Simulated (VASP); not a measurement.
An input for Quantum ESPRESSO's pw.x (written as the equivalent of a VASP run, and not itself run):

```
&CONTROL
  calculation = 'vc-relax'
  pseudo_dir = './pseudo'
  outdir = './out'
  tprnfor = .true.
  tstress = .true.
  nstep = 40
  forc_conv_thr = 0.00078
/
&SYSTEM
  ibrav = 0
  nat = 6
  ntyp = 2
  ecutwfc = 84
  occupations = 'smearing'
  smearing = 'gaussian'
  degauss = 0.003675
  input_dft = 'pbesol'
/
&ELECTRONS
  conv_thr = 7.3e-08
  electron_maxstep = 100
/
&IONS
/
&CELL
  press = 450
/
ATOMIC_SPECIES
  Ti 47.867 Ti.upf
  O 15.999 O.upf
CELL_PARAMETERS angstrom
    -1.8410932    1.8410932    4.1140284
     1.8410932   -1.8410932    4.1140284
     1.8410932    1.8410932   -4.1140284
ATOMIC_POSITIONS crystal
  Ti   0.7500000  0.2500000  0.5000000
  Ti   0.0000000  0.0000000  0.0000000
  O    0.5193814  0.0193814  0.5000000
  O    0.7693814  0.7693814  0.0000000
  O    0.2306186  0.2306186  1.0000000
  O    0.9806186  0.4806186  0.5000000
K_POINTS automatic
  8 8 8 0 0 0
```

Task: Translate this input to VASP (INCAR, KPOINTS, POSCAR, choice of POTCAR).

Result: One answer among several that fit: 
**INCAR**
```
! general
SYSTEM =TiO2
PREC   =Accurate
ENCUT  =620
LREAL  =.FALSE.
LASPH  =.TRUE.

! electronic loop
EDIFF  =1E-6
NELM   =100
ALGO   =Normal
LMAXMIX=4

! smearing
ISMEAR =0
SIGMA  =0.05

! functional
GGA    =PS

! ions
IBRION =2
NSW    =40
ISIF   =3
EDIFFG =-0.02
PSTRESS=450

! output
LWAVE  =.FALSE.
LCHARG =.FALSE.
```

**KPOINTS**
```
K-points
0
G
  8 8 8
0 0 0
```

File POSCAR:
```
TiO2
1
   -1.8410931689     1.8410931689     4.1140283637
    1.8410931689    -1.8410931689     4.1140283637
    1.8410931689     1.8410931689    -4.1140283637
Ti O
2 4
Direct
  0.7500000000   0.2500000000   0.5000000000
  0.0000000000   0.0000000000   0.0000000000
  0.5193814032   0.0193814032   0.5000000000
  0.7693814032   0.7693814032   0.0000000000
  0.2306185968   0.2306185968   1.0000000000
  0.9806185968   0.4806185968   0.5000000000
```

POTCAR, in this order: Ti_sv O (PBE.64 set). Program: vasp_std.

What does not carry over: the potentials are each code's own (VASP's PAW set, PseudoDojo norm-conserving files in pw.x), so ENCUT and ecutwfc are chosen apart and not converted; conv_thr bounds pw.x's estimated SCF error, while EDIFF bounds the energy change between steps; forc_conv_thr acts on force components and is met together with etot_conv_thr.

The compound is TiO2 in the anatase structure, one of several forms; rutile is the usual stable one. This run relaxes it under an external pressure of 45 GPa. Symmetry was kept, so distortions that lower it aren't found.
